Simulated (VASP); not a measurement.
Here is the system:

```
CELL_PARAMETERS angstrom
      3.01575     0.00000     0.00000
      0.00000     3.01575     0.00000
      0.00000     0.00000     3.01575
ATOMIC_POSITIONS crystal
  In 0.00000 0.00000 0.00000
```

All values below come from PBEsol GGA with spin-orbit coupling, VASP's PBE PAW potentials (set 64) (plane waves; VASP). Run with 400 eV cut-off, 11×11×11 Γ-centred mesh, Gaussian smearing of 0.050 eV, potentials In_d.

Question: Give the energies of bands 11 to 18 at the high-symmetry points, in eV from the Fermi level.

Answer: 
```csv
band,Γ,X,M,R
11,-9.24,-5.43,-1.47,1.74
12,-9.24,-5.43,-1.47,1.74
13,7.05,-3.52,-0.82,2.39
14,7.05,-3.52,-0.82,2.39
15,7.68,10.37,-0.49,2.39
16,7.68,10.37,-0.49,2.39
17,7.68,10.96,3.92,3.21
18,7.68,10.96,3.92,3.21
```

It has no gap at this level: it comes out as a metal or semimetal.

The structure was generated: In was put into the simple-cubic type (Pm-3m), which need not be its known phase. It was relaxed first, which changed the volume by -7 %.
